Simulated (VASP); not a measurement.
Output of a VASP run:

**OSZICAR**
```
       N       E                     dE             d eps       ncg     rms          rms(c)
DAV:   1    -0.531562532722E+03   -0.53156E+03   -0.96236E+00   628   0.781E+00    0.145E+01
DAV:   2    -0.531639002061E+03   -0.76469E-01   -0.32877E-01   678   0.131E+00    0.105E+01
DAV:   3    -0.531624209912E+03    0.14792E-01   -0.21675E-02   736   0.344E-01    0.624E+00
DAV:   4    -0.531618510765E+03    0.56991E-02   -0.50969E-03   731   0.154E-01    0.360E+00
DAV:   5    -0.531616647960E+03    0.18628E-02   -0.12258E-03   686   0.769E-02    0.206E+00
DAV:   6    -0.531616026048E+03    0.62191E-03   -0.31260E-04   718   0.415E-02    0.118E+00
DAV:   7    -0.531615822657E+03    0.20339E-03   -0.94979E-05   699   0.242E-02    0.670E-01
DAV:   8    -0.531615758450E+03    0.64207E-04   -0.26239E-05   467   0.135E-02    0.388E-01
DAV:   9    -0.531615739648E+03    0.18802E-04   -0.12059E-05   419   0.993E-03    0.219E-01
DAV:  10    -0.531615735127E+03    0.45210E-05   -0.37089E-06   403   0.555E-03
   1 F= -.53161574E+03 E0= -.53161574E+03  d E =-.736547E-15  mag=     2.0000
```

OUTCAR:
```
------------------------ aborting loop because EDIFF is reached ----------------------------------------
  volume of cell :      671.84
      direct lattice vectors                 reciprocal lattice vectors
     8.758331436  0.000000000  0.000000000     0.114176999  0.000000000  0.000000000
     0.000000000  8.758331436  0.000000000     0.000000000  0.114176999  0.000000000
     0.000000000  0.000000000  8.758331436     0.000000000  0.000000000  0.114176999
 POSITION                                       TOTAL-FORCE (eV/Angst)
 -----------------------------------------------------------------------------------
      4.37562      8.75779      8.75712        -0.004363     -0.014128     -0.016460
      6.57178      2.18547      8.74363         0.007456     -0.009884     -0.015237
      6.57110      8.74189      2.18644         0.023328     -0.000192     -0.022752
      0.00411      8.75358      8.75350        -0.003674     -0.004591     -0.015634
      2.19450      2.18109      8.75081        -0.036334     -0.007498     -0.015829
      4.37868      4.37841      8.74622         0.001982      0.006112     -0.020240
      6.57741      6.56460      8.75061         0.010470      0.017910     -0.015909
      2.19270      8.75287      2.18082        -0.021811     -0.019480     -0.007626
      4.37276      2.15411      2.15665        -0.047395     -0.110512     -0.131132
      6.60355      4.38588      2.15376         0.120815      0.048470     -0.107345
      4.37751      8.74428      4.37931         0.008363      0.006897      0.003306
      6.60062      2.15744      4.38062         0.117216     -0.123105      0.077274
      6.57526      8.75266      6.56276         0.018462     -0.012293      0.034907
      0.00093      4.38161      8.75795         0.002381      0.015341     -0.028666
      2.19009      6.56760      0.00411        -0.007334      0.006563     -0.026083
      0.01557      2.18564      2.18625        -0.000482     -0.001441     -0.022834
      2.20263      4.38217      2.21281        -0.043661      0.020154     -0.028188
      4.37624      6.55554      2.21208        -0.034843      0.035092     -0.034432
      8.75706      8.75804      4.38185         0.021104     -0.014420      0.013699
      2.20197      2.21273      4.38297        -0.045507     -0.025770      0.037131
      6.54390      6.55461      4.38337         0.037202      0.040134      0.025199
      2.18969      0.00243      6.56679        -0.011146     -0.005909      0.021517
      4.37535      2.21374      6.55423        -0.018187     -0.042095      0.052197
      6.54435      4.38160      6.55535         0.045965      0.032200      0.048122
      0.00572      6.56462      2.18240         0.004933      0.022761     -0.022088
      0.01200      4.37908      4.37943         0.004184      0.003207      0.005143
      2.20080      6.55775      4.38857        -0.059822      0.038450     -0.010598
      0.00446      2.18068      6.56413         0.011631     -0.003531      0.029031
      2.20013      4.39018      6.55710        -0.056670     -0.013819      0.057210
      4.36747      6.55694      6.55826         0.013411      0.047276      0.046378
      8.75507      6.56813      6.56713         0.007772     -0.005668      0.011377
      5.49000      1.09352      1.09463        -0.023143      0.046327      0.048769
      7.66409      3.26738      1.09423        -0.045312      0.017363      0.048076
      7.66320      1.09443      3.26672        -0.042610      0.035809      0.016038
      1.10044      1.09189      1.08941         0.003920     -0.000036      0.029406
      3.30303      3.29049      1.10593         0.047222      0.003031      0.065275
      5.46738      5.45553      1.10426        -0.010733     -0.049741      0.071323
      7.66695      7.65710      1.09073        -0.013791      0.001908      0.020485
      3.30156      1.10519      3.29208         0.051423      0.055431     -0.003327
      7.65136      5.45515      3.29186        -0.051630     -0.048424     -0.002450
      5.46616      1.10673      5.45338        -0.009108      0.048679     -0.051226
      7.65134      3.29106      5.45479        -0.060716      0.001063     -0.059896
      7.66544      1.09035      7.65737        -0.002571      0.014430     -0.001010
      1.08955      5.46808      1.09064         0.011886     -0.015168      0.028059
      3.28980      7.66866      1.08997         0.010355     -0.011971      0.025375
      1.09697      3.27931      3.28008         0.008742     -0.007711     -0.016060
      3.18696      5.57158      3.20028        -0.037356      0.036194     -0.043487
      5.47797      7.65972      3.27979         0.006717      0.000663     -0.004288
      1.08824      1.08946      5.46862         0.025964      0.028221     -0.025965
      3.18619      3.20289      5.57141        -0.034489     -0.063837      0.022714
      5.55493      5.57043      5.57234         0.053251      0.041094      0.027649
      7.66724      7.66812      5.46838        -0.027849     -0.011152     -0.027886
      3.28966      1.08944      7.66660         0.021250      0.030198     -0.006895
      5.47875      3.27895      7.66158        -0.005636     -0.009332     -0.012796
      7.66882      5.46760      7.66726        -0.031736     -0.010657     -0.006085
      1.08318      7.67495      3.28844         0.021874     -0.020439      0.000795
      1.08778      5.47860      5.47724         0.026816     -0.002429     -0.003397
      3.27896      7.66919      5.47807         0.012902     -0.021117     -0.002469
      1.08329      3.28778      7.67340         0.027504      0.010864     -0.014370
      3.27942      5.47749      7.67131         0.000310      0.001761     -0.029595
      5.46950      7.67430      7.67305        -0.013794     -0.019502     -0.009259
      1.09459      7.66290      7.66315         0.014899     -0.007750     -0.004946
...
```
(Selected blocks of OUTCAR.)

### POSCAR
```
C31Si31
1
    8.7583314356     0.0000000000     0.0000000000
    0.0000000000     8.7583314356     0.0000000000
    0.0000000000     0.0000000000     8.7583314356
Si C
31 31
Direct
  0.4995947563   0.9999378430   0.9998614684
  0.7503457519   0.2495300206   0.9983212916
  0.7502689605   0.9981231442   0.2496414957
  0.0004694181   0.9994572570   0.9994487594
  0.2505617715   0.2490303349   0.9991413769
  0.4999446111   0.4999142634   0.9986173904
  0.7509891210   0.7495259741   0.9991185689
  0.2503559265   0.9993762742   0.2489997584
  0.4992682558   0.2459501194   0.2462394841
  0.7539730967   0.5007666035   0.2459093261
  0.4998104544   0.9983956315   0.5000169148
  0.7536385653   0.2463299967   0.5001659581
  0.7507436981   0.9993525087   0.7493159274
  0.0001065792   0.5002795100   0.9999565656
  0.2500581787   0.7498691699   0.0004689902
  0.0017774363   0.2495502819   0.2496199398
  0.2514891641   0.5003425632   0.2526519054
  0.4996655186   0.7484923595   0.2525681517
  0.9998551449   0.9999668720   0.5003059320
  0.2514145040   0.2526430323   0.5004337958
  0.7471630083   0.7483860039   0.5004797340
  0.2500118641   0.0002773809   0.7497765144
  0.4995640522   0.2527586455   0.7483427304
  0.7472138444   0.5002780374   0.7484699530
  0.0006527694   0.7495281248   0.2491798212
  0.0013704501   0.4999902927   0.5000296891
  0.2512812851   0.7487447700   0.5010739024
  0.0005092955   0.2489835108   0.7494724149
  0.2512047227   0.5012573161   0.7486702013
  0.4986645831   0.7486512724   0.7488024432
  0.9996277856   0.7499298764   0.7498157323
  0.6268320842   0.1248548345   0.1249810108
  0.8750628963   0.3730595159   0.1249353389
  0.8749608837   0.1249587089   0.3729843262
  0.1256447480   0.1246682214   0.1243859679
  0.3771304266   0.3756988241   0.1262717868
  0.6242490689   0.6228961101   0.1260806222
  0.8753892934   0.8742646793   0.1245357170
  0.3769621938   0.1261873789   0.3758796373
  0.8736095971   0.6228522040   0.3758546096
  0.6241099160   0.1263632171   0.6226502562
  0.8736066609   0.3757632595   0.6228118818
  0.8752174513   0.1244934278   0.8742953114
  0.1244010030   0.6243286908   0.1245259510
  0.3756198327   0.8755851138   0.1244498805
  0.1252484831   0.3744217265   0.3745091993
  0.3638780092   0.6361458955   0.3653986431
  0.6254580708   0.8745642490   0.3744765055
  0.1242521680   0.1243912785   0.6243903018
  0.3637899023   0.3656962645   0.6361274062
  0.6342453307   0.6360146151   0.6362325215
  0.8754221461   0.8755228167   0.6243627547
  0.3756038119   0.1243890866   0.8753488971
  0.6255467937   0.3743807061   0.8747767542
  0.8756032483   0.6242741947   0.8754247191
  0.1236737662   0.8763030573   0.3754639408
  0.1241990655   0.6255305441   0.6253751907
  0.3743817271   0.8756455661   0.6254693977
  0.1236871898   0.3753885676   0.8761259186
  0.3744338939   0.6254031479   0.8758876265
  0.6244913967   0.8762290782   0.8760853941
  0.1249773675   0.8749270282   0.8749553949
```

Question: Reconstruct the remaining input files.

Answer: Several could match; the one computed here: the input of the run itself, HSE06 screened hybrid, plane waves, VASP's PBE PAW potentials (set 64).

File KPOINTS:
```
Automatic mesh
0
Gamma
1 1 1
0 0 0
```

**INCAR**
```
HFSCREEN=0.2
NELM=50
LCHARG=.FALSE.
NELMIN=4
PRECFOCK=Fast
NUPDOWN=2
ISPIN=2   # spin-polarised
ENCUT=400
LREAL=Auto   # projection in real space or not
ISMEAR=0   # Gaussian
EDIFF=1E-5
ISYM=0
MAGMOM=62*0.0323
LASPH=.TRUE.
PREC=Normal
ISIF=0
SYSTEM=C31Si31
LORBIT=10
LHFCALC=.TRUE.
SIGMA=0.05   # width (eV)
LWAVE=.FALSE.
AEXX=0.25
GGA=PE   # PBE
ALGO=Normal   # blocked Davidson
```

POTCAR, in this order: Si C (PBE.64 set). Program: vasp_gam. Read from the step before: WAVECAR.

The supercell is sampled at Γ alone, which is coarse: total energies, pressure and levels can be off, energies of defects by several tenths of an eV.

The cell is a supercell with a defect, built from SiC (zinc blende): vac_Si-vac_C. The cell's shape comes from a PBE relaxation.
